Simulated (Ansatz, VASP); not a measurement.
# AsP in two plane-wave programs

One calculation is typed for both programs; each brings its own data sets. How far apart do they land? The cell is taken from a series of runs on this material, whose earlier steps may have relaxed, scaled, displaced or heated it; both programs get it as it stands.

Program: Ansatz 0.2.0. Level of theory: plane waves, with VASP 6.6.1 beside it; PBEsol and PBEsol, spin-orbit coupling. Results are calculated unless marked as measured.

### 1. The starting structure

The cell holds 2 atoms: 1 P and 1 As. Cell: a = 3.401 Å, b = 3.401 Å, c = 25.800 Å, α = 90.0°, β = 90.0°, γ = 120.0°. Vacuum lies along c.

Structure file:

```cif
data_structure
_symmetry_space_group_name_H-M 'P 1'
_symmetry_Int_Tables_number 1
_cell_length_a 3.4012
_cell_length_b 3.4012
_cell_length_c 25.8000
_cell_angle_alpha 90.000
_cell_angle_beta 90.000
_cell_angle_gamma 120.000
_cell_volume 258.47
loop_
_atom_site_label
_atom_site_type_symbol
_atom_site_fract_x
_atom_site_fract_y
_atom_site_fract_z
_atom_site_occupancy
P1 P 0.33333 0.66667 0.47442 1
As2 As 0.66667 0.33333 0.52558 1
```

### 2. VASP: single point, PBEsol

A single point takes one fixed geometry, so differences don't come from the geometry; what else differs is listed under the comparison.

Lines of VASP's logs that name or quote its potential files are left out, and so is its time.

Input file INCAR:

```
SYSTEM = AsP
PREC = Accurate
ENCUT = 400
EDIFF = 1E-06
NELM = 120
ISMEAR = -1
SIGMA = 0.02
LREAL = .FALSE.
ALGO = Normal
GGA = PS
NBANDS = 11
LORBIT = 11
LWAVE = .FALSE.
LCHARG = .FALSE.
ISIF = 2
LDIPOL = .TRUE.
IDIPOL = 3
DIPOL = 0.5 0.5 0.5
LVHAR = .TRUE.
LASPH = .TRUE.
GGA_COMPAT = .FALSE.
EFERMI = MIDGAP
NELMDL = -8
```

Input file POSCAR:

```
AsP
1.0
    3.4011980971      0.0000000000      0.0000000000
   -1.7005990485      2.9455239554      0.0000000000
    0.0000000000      0.0000000000     25.8000000000
P As
1 1
Direct
    0.3333333333      0.6666666667      0.4744223159
    0.6666666666      0.3333333334      0.5255776841
```

Input file KPOINTS:

```
Automatic mesh
0
Gamma
6 6 1
0 0 0
```

The projector-augmented-wave data sets are P and As (PBE family, release 64).

The run is started by

```console
> mpirun -np 1 vasp_std
```

Numbers of over 12 decimals in the logs are rounded to 6 here.

Log:

```text
[banner, memory and clock lines left out]
running    1 mpi-ranks, on    1 nodes
 distrk:  each k-point on    1 cores,    1 groups
 distr:  one band on    1 cores,    1 groups

 POSCAR found type information on POSCAR P As
 POSCAR found :  2 types and       2 ions
|                                                                             |
|               ----> ADVICE to this user running VASP <----                  |
|                                                                             |
|     You enforced a specific xc type in the INCAR file but a different       |
|     [... a line on the potential file left out ...]
|     I HOPE YOU KNOW WHAT YOU ARE DOING!                                     |
|                                                                             |

 LDA part: xc-table for (Slater+PW92), standard interpolation
 POSCAR, INCAR and KPOINTS ok, starting setup
 FFT: planning ... GRIDC
 FFT: planning ... GRID_SOFT
 FFT: planning ... GRID
 WAVECAR not read
 entering main loop
       N       E                     dE             d eps       ncg     rms          rms(c)
DAV:   1     0.624949546719E+02    0.62495E+02   -0.25198E+03   154   0.471E+02
DAV:   2    -0.385432009821E+01   -0.66349E+02   -0.57322E+02   228   0.914E+01
DAV:   3    -0.106481149458E+02   -0.67938E+01   -0.67825E+01   224   0.390E+01
DAV:   4    -0.107058927185E+02   -0.57778E-01   -0.57759E-01   241   0.441E+00
DAV:   5    -0.107062763087E+02   -0.38359E-03   -0.38358E-03   223   0.309E-01
DAV:   6    -0.107062850326E+02   -0.87239E-05   -0.87239E-05   224   0.335E-02
DAV:   7    -0.107062851231E+02   -0.90579E-07   -0.90535E-07   264   0.314E-03
DAV:   8    -0.107062851238E+02   -0.65324E-09   -0.72445E-09   184   0.252E-04    0.498E+00
DAV:   9    -0.106177003690E+02    0.88585E-01   -0.22609E-01   183   0.183E+00    0.293E+00
DAV:  10    -0.105870527457E+02    0.30648E-01   -0.11801E-01   188   0.173E+00    0.369E-01
DAV:  11    -0.105852958396E+02    0.17569E-02   -0.20651E-02   195   0.713E-01    0.159E-01
DAV:  12    -0.105851911525E+02    0.10469E-03   -0.13495E-03   238   0.213E-01    0.747E-02
DAV:  13    -0.105851416947E+02    0.49458E-04   -0.37005E-04   214   0.914E-02    0.214E-02
DAV:  14    -0.105851350856E+02    0.66091E-05   -0.51558E-05   241   0.327E-02    0.120E-02
DAV:  15    -0.105851346755E+02    0.41014E-06   -0.47450E-05   219   0.287E-02    0.564E-03
DAV:  16    -0.105851698314E+02   -0.35156E-04   -0.18421E-05   219   0.167E-02    0.481E-03
DAV:  17    -0.105852520017E+02   -0.82170E-04   -0.99062E-06   199   0.117E-02    0.284E-03
DAV:  18    -0.105852699086E+02   -0.17907E-04   -0.12301E-06   238   0.442E-03    0.136E-03
DAV:  19    -0.105852891493E+02   -0.19241E-04   -0.72756E-07   199   0.317E-03    0.924E-04
DAV:  20    -0.105853049203E+02   -0.15771E-04   -0.44964E-07   224   0.182E-03    0.487E-04
DAV:  21    -0.105853129848E+02   -0.80644E-05   -0.23289E-07   208   0.128E-03    0.370E-04
DAV:  22    -0.105853167544E+02   -0.37697E-05   -0.86610E-08   186   0.692E-04    0.233E-04
DAV:  23    -0.105853180679E+02   -0.13134E-05   -0.26901E-08   173   0.372E-04    0.160E-04
DAV:  24    -0.105853184763E+02   -0.40836E-06   -0.54885E-09   159   0.180E-04
   1 F= -.10585318E+02 E0= -.10585318E+02  d E =-.152497E-18
```

From OUTCAR (step 2):

```text
ion  position               nearest neighbor table
   1  0.333  0.667  0.474-   2 2.37   2 2.37   2 2.37
   2  0.667  0.333  0.526-   1 2.37   1 2.37   1 2.37

  LATTYP: Found a hexagonal cell.
 ALAT       =     3.4011980971
 C/A-ratio  =     7.5855622823

 Subroutine GETGRP returns: Found  6 space group operations
 (whereof  6 operations were pure point group operations)

The static configuration has the point symmetry C_3v.

 Found      7 irreducible k-points:

   k-points           NKPTS =      7   k-points in BZ     NKDIM =      7   number of bands    NBANDS=     11

   dimension x,y,z NGX =    24 NGY =   24 NGZ =  168
   dimension x,y,z NGXF=    48 NGYF=   48 NGZF=  336

   ENCUT  =  400.0 eV  29.40 Ry    5.42 a.u.   5.55  5.55 42.07*2*pi/ulx,y,z

   NELECT =      10.0000    total number of electrons

 k-points in reciprocal lattice and weights: Automatic mesh
   0.00000000  0.00000000  0.00000000       0.028
   0.16666667  0.00000000  0.00000000       0.167
   0.33333333  0.00000000  0.00000000       0.167
   0.50000000  0.00000000  0.00000000       0.083
   0.16666667  0.16666667  0.00000000       0.167
   0.33333333  0.16666667  0.00000000       0.333
   0.33333333  0.33333333  0.00000000       0.056

 dipolmoment           0.000000      0.000000     -0.024373 electrons x Angstroem

 average (electrostatic) potential at core
       1 -92.0770       2 -58.0035

 E-fermi :  -3.2100

 k-point     1 :       0.0000    0.0000    0.0000
  band No.  band energies     occupation
      1     -18.0998      2.00000
      2     -10.9132      2.00000
      3      -4.6966      2.00000
      4      -4.0511      2.00000
      5      -4.0511      2.00000
      6      -1.1460      0.00000
      7      -0.2630      0.00000
      8      -0.2630      0.00000
      9       0.9731      0.00000
     10       1.4873      0.00000
    ...

 k-point     2 :       0.1667    0.0000    0.0000
  band No.  band energies     occupation
      1     -17.6801      2.00000
      2     -10.7521      2.00000
      3      -6.5177      2.00000
      4      -4.8127      2.00000
      5      -4.4846      2.00000
      6      -1.4652      0.00000
      7       0.5285      0.00000
      8       0.8286      0.00000
      9       1.5449      0.00000
     10       1.9650      0.00000
    ...

 k-point     3 :       0.3333    0.0000    0.0000
  band No.  band energies     occupation
      1     -16.4781      2.00000
      2     -11.4906      2.00000
      3      -8.1023      2.00000
      4      -5.7910      2.00000
      5      -4.6601      2.00000
      6      -2.3689      0.00000
      7      -0.1081      0.00000
      8       0.9654      0.00000
      9       2.6655      0.00000
     10       3.0240      0.00000
    ...

  Total        0.1758765      0.1758765      0.0166308      0.0000000      0.0000000      0.0000000
  in kB        1.0901950      1.0901950      0.1030884      0.0000000      0.0000000      0.0000000
  external PRESSURE =       0.7611595 kB  Pullay stress =       0.0000000 kB

  energy-cutoff  :      400.00
  volume of cell :      258.47
      direct lattice vectors                 reciprocal lattice vectors
     3.401198097  0.000000000  0.000000000     0.294014042  0.169749086  0.000000000
    -1.700599048  2.945523955  0.000000000     0.000000000  0.339498173  0.000000000
     0.000000000  0.000000000 25.800000000     0.000000000  0.000000000  0.038759690

 POSITION                                       TOTAL-FORCE (eV/Angst)
 -----------------------------------------------------------------------------------
     -0.00000      1.96368     12.24010        -0.000000      0.000000     -0.016723
      1.70060      0.98184     13.55990         0.000000     -0.000000      0.016723
 -----------------------------------------------------------------------------------
    total drift:                                0.000000      0.000000      0.000057

  FREE ENERGIE OF THE ION-ELECTRON SYSTEM (eV)
  ---------------------------------------------------
  free  energy   TOTEN  =       -10.5853184763 eV

  energy  without entropy=      -10.5853184763  energy(sigma->0) =      -10.58531848

 vacuum level on the upper side and lower side of the slab         1.430         1.870

 total charge
# of ion       s       p       d       tot
------------------------------------------
    1        1.103   1.332   0.000   2.435
    2        1.285   1.413   0.060   2.758
--------------------------------------------------
tot          2.389   2.745   0.060   5.194

[... 3 further parts left out ...]
```

### 3. Ansatz: single point, PBEsol

Ansatz runs on its PAW soft_1 files.

The same cell, functional, mesh and smearing now go to Ansatz, which takes its cutoff from its data sets.

Input file input.yaml:

```yaml
crystal:
  lattice:
    - [3.4011980971, 0.0, 0.0]
    - [-1.7005990485, 2.9455239554, 0.0]
    - [0.0, 0.0, 25.8]
  atoms:
    - { symbol: P, position: [0.3333333333, 0.6666666667, 0.4744223159] }
    - { symbol: As, position: [0.6666666667, 0.3333333333, 0.5255776841] }
  periodic: [true, true, false]
kpoints:
  mp_grid: { grid: [6, 6, 1] }
  band_path:
    path:
      - [0, 0, 0]
      - [0.5, 0, 0]
      - [0.3333333333333, 0.3333333333333, 0]
      - [0, 0, 0]
    npoints: 10
hamiltonian:
  xc: pbesol
  pseudopotentials: { kind: paw, azcp: { folder: soft_1 }, xc_functional: pbe }
scf:
  occupations: { method: fermi_dirac, width: 0.02 }
  n_extra_bands: 4
output:
  eigenvalues: true
  forces: true
  stress: true
  write_density: true
  write_potential: true
  elf: true
  volumetric_format: npy
```

The run is started by

```console
> ansatz run input.yaml --threads 4 --pin off --max-ram 17510MiB --backend cpu --events-out ev --progress --plain --runs-dir out
```

Log:

```text
scf.n_extra_bands = 4 over 10 filled bands (N_el = 20.0): the run solves 14 bands
Engine: ansatz 0.2.0, aarch64-unknown-linux-gnu
Pseudopotentials: kind: paw
Pseudopotential: P, paw, valence charge 5, recommended cutoff 420 eV (normal), soft_1/P.paw.azcp
Pseudopotential: As, paw, valence charge 15, recommended cutoff 420 eV (normal), soft_1/As.paw.azcp
Functional definition: PBEsol
  exchange = pbesol_x
  correlation = pbesol_c
Crystal: 2 atoms, lattice volume = 258.472 Å³
Basis set: ecut = 420 eV, 5091 PW (Γ), exchange–correlation on 48×48×360 points (8 copies of the dense FFT grid, shifted against one another)
Bands: 14, of which v1, the nominal top of the filled ones, is band 10 counted from 1 (9 counted from 0)
Symmetry: 6 space group operations
Space group: P3m1 (ITA 156), of the structure as read, at distance tolerance 6.4e-5 Å
k-points: 7 of 36 (time reversal used)
Non-local potential: P, projectors of the file, l = 0: 2, l = 1: 2, l = 2: 1
Non-local potential: As, projectors of the file, l = 0: 2, l = 1: 2, l = 2: 3, l = 3: 1
PAW form: soft (Blöchl's): semilocal exchange-correlation on the pseudo side does not see the compensation charge
PAW frozen core: P, regenerated for the run's functional, and the local potential with it (the file was generated under x = pbe(κ = 0.804, μ = 0.219515), c = pbe(β = 0.066725))
PAW frozen core: As, regenerated for the run's functional, and the local potential with it (the file was generated under x = pbe(κ = 0.804, μ = 0.219515), c = pbe(β = 0.066725))
PAW one-centre angular grid: P, 110 points (default); XC on 64 Gauss nodes
PAW one-centre angular grid: As, 590 points (default); XC on 64 Gauss nodes
Initial density: superposition of atomic densities (neutral atoms: chi_scale 0, normalization atom)
Initial wavefunctions: pseudopotential atomic-orbital guess
Functional: x = pbesol(κ = 0.804, μ = 0.123457), c = pbesol(β = 0.046)
iter 1 solved again at ethr=2.66e-3 eV; its pass at ethr=3.10e-3 eV (dr2=5.32e-1 eV) is discarded
SCF iter   1: F=—  HF=-5552.901612 eV  |F-HF|=—  |Δ(HF+E_count)|=         —  Δρ=1.35e-2  dr2=5.04e-1  ethr=2.66e-3  ⟨swp⟩=1.1  Hψ=1131  notcnv=0
preconditioner: auto → none  [insulator: Δε(μ)=1.877 eV  Ē_g=9.963 eV  σ=0.020 eV  W_gap=1.00  n_scr=14 (ndim 8)  ℏωp=7.3 eV  f_vac=0.773  D(μ)=0.00/eV (n_scr^D=0)  ε∞_Penn≈1.5]
SCF iter   2: F=—  HF=-5552.937221 eV  |F-HF|=—  |Δ(HF+E_count)|=   3.56e-2  Δρ=8.79e-3  dr2=1.17e0  ethr=2.52e-3  ⟨swp⟩=4.1  Hψ=286  notcnv=0  recentre
SCF iter   3: F=—  HF=-5552.864249 eV  |F-HF|=—  |Δ(HF+E_count)|=   7.30e-2  Δρ=8.41e-3  dr2=5.10e-1  ethr=2.52e-3  ⟨swp⟩=4.1  Hψ=284  notcnv=0
SCF iter   4: F=—  HF=-5552.790518 eV  |F-HF|=—  |Δ(HF+E_count)|=   7.37e-2  Δρ=2.74e-3  dr2=1.10e-2  ethr=2.52e-3  ⟨swp⟩=3.1  Hψ=258  notcnv=0
SCF iter   5: F=—  HF=-5552.787048 eV  |F-HF|=—  |Δ(HF+E_count)|=   3.47e-3  Δρ=4.81e-4  dr2=1.03e-3  ethr=5.52e-5  ⟨swp⟩=4.0  Hψ=220  notcnv=0
SCF iter   6: F=—  HF=-5552.786845 eV  |F-HF|=—  |Δ(HF+E_count)|=   2.03e-4  Δρ=1.71e-4  dr2=2.77e-5  ethr=5.14e-6  ⟨swp⟩=2.9  Hψ=168  notcnv=0
SCF iter   7: F=—  HF=-5552.786841 eV  |F-HF|=—  |Δ(HF+E_count)|=   4.19e-6  Δρ=3.41e-5  dr2=1.70e-6  ethr=1.38e-7  ⟨swp⟩=3.1  Hψ=192  notcnv=0
SCF iter   8: F=—  HF=-5552.786841 eV  |F-HF|=—  |Δ(HF+E_count)|=   1.95e-7  Δρ=8.51e-6  dr2=1.11e-7  ethr=8.50e-9  ⟨swp⟩=2.9  Hψ=191  notcnv=0
SCF iter   9: F=-5552.786841 eV  HF=-5552.786841 eV  |F-HF|=1.02e-8  |Δ(HF+E_count)|=   5.98e-8  Δρ=1.60e-6  dr2=1.46e-8  ethr=5.00e-10  ⟨swp⟩=16.9  Hψ=902  notcnv=0
SCF 1 converged in 9 iterations: F = -5552.786841 eV  dr2 = 1.46e-8
  greatest PAW one-centre occupation: 0.999 electrons in one spin orbital (limit 2), on the As atom at site 1 (counted from 0), in its partial waves of l = 2
NSCF: frozen V_eff on 31 k-points
WARN: The output density's exchange-correlation potential varies sharply where the density is thin. Do not read a vacuum level from v_tot or v_xc, or from such a field of the output density. On a cell that repeats whose density bears no net charge and no dipole along the vacuum's axis use v_es (v_loc + v_h of the components); under efield.dipole_correction with no amplitude use v_es + v_field, which holds any externa [...]
SCF converged after 9 iterations
Free energy (F): -5552.786841 eV
Harris-Foulkes:  -5552.786841 eV  (|F-HF|=1.02e-8)
Internal energy: -5552.786841 eV  (E = F + TS)
E sigma→0 (E₀):  -5552.786841 eV
Fermi energy:    -4.875246 eV
--- Per-component energies (eV) ---
  E_band       = -518.101105
  E_kinetic    = 163.972715
  E_local      = -22289.828739  (includes V_loc(G=0)·N_el)
  E_nonlocal   = -358.537906
  E_hartree    = 11110.292452
  E_xc         = -140.824894
  E_vxc        = -132.977944  (∫ρ·V_xc dr)
  E_paw        = -2514.520913  (= ΣΔE_a)
  E_vpaw       = -121.308738  (= ΣTr[D̂ρ^β])
  E_aug_tail   = -0.000006  (compensation charges beyond the density's cutoff)
  E_ewald      = 8475.647924
  E_core_change = 1.012526  (= ΣΔE_core)
  E_smearing   = -0.000000  (= −TS)
  E_closure    = -0.000000  (closes the sum)
  Σ components = -5552.786841   (vs F -5552.786841, Δ=0.00e0)
--- Forces (eV/Å), atoms counted from 1 ---
  atom   1  P      0.00000000     0.00000000     0.03844661
  atom   2  As    -0.00000000    -0.00000000    -0.03846186
  max |Σ_I F_I| component: 1.53e-5 eV/Å
--- 2D stress c σ (N/m, compression-positive) ---
        0.168605      -0.000000       0.000000
       -0.000000       0.168605       0.000000
        0.000000       0.000000       0.000000
  P = ½ c Tr σ = 0.1686 N/m
--- Band table (eV; the first three rows and the last of 7) ---
  k-point 0: bands = [... 6 lower, -12.5694, -6.3485, -5.7030, -5.7030, -2.8134, -1.9223, -1.9223, -0.6890]
  k-point 1: bands = [... 6 lower, -12.4101, -8.1660, -6.4628, -6.1366, -3.1228, -1.1343 (-1.1343°), -0.8386, -0.1145]
  k-point 2: bands = [... 6 lower, -13.1475, -9.7484, -7.4393, -6.3120, -4.0255, -1.7662, -0.6997, 0.9991]
  k-point 6: bands = [... 6 lower, -15.2556, -10.7406, -7.7268, -7.6507, -3.7906, -0.7658, -0.6284, 2.5366]
  ° read free of the cell's end (the report's vacuum.weakly_bound_levels)
```

The column dr2 measures how far the density is from self-consistency, as an energy; F and HF (Harris–Foulkes) agree once it is small.

### 4. Comparison

Known differences besides the potentials themselves: Ansatz cuts the interaction across the vacuum, VASP repeats the sheet with a dipole correction (LDIPOL); the data sets hold 20 valence electrons in Ansatz (on its PAW soft_1 files) and 10 in VASP; the cutoff is 420 eV in Ansatz and 400 eV in VASP; Ansatz makes its cores anew for this functional, VASP keeps those of its PBE data sets. Total energies have different zeros and are not compared.

Compared:

| quantity | Ansatz | VASP | difference |
| --- | --- | --- | --- |
| gap on the k mesh (eV) | 1.678 | 1.682 | -0.005 |

The largest component of a force difference here is 55 meV/Å. A gap on the mesh is an upper bound, since the band edges may lie between its points. Where the cell holds vacuum, a pressure given here is an average over it and none of the material.

### 5. Other set-ups

Further runs change the set-up of one program: Ansatz's method, potentials or start, or VASP's data sets, cutoff or form of LDA. The table gives Ansatz less VASP for each quantity, since a change that brings one quantity closer may part another.

| run | r.m.s. force difference (meV/Å) | gap on the k mesh (eV) |
| --- | --- | --- |
| as above | 32 | -0.0047 |
| VASP with the data sets P and As_d and a cutoff of 520 eV | 12 | -0.0060 |

[end of part 1 of 2]

[Lines on the potential files, build, host, timing and source positions are cut from VASP's logs without a mark.]

[Logs are printed without paths, hosts, clocks, repeated set-up lines and the standing remarks that a program may print on its own settings, such as how far it seeks lower states.]

[Hosts, paths, dates, database ids (printed as entryN), source tags and the programs' standing remarks are cut or masked in the printed files.]
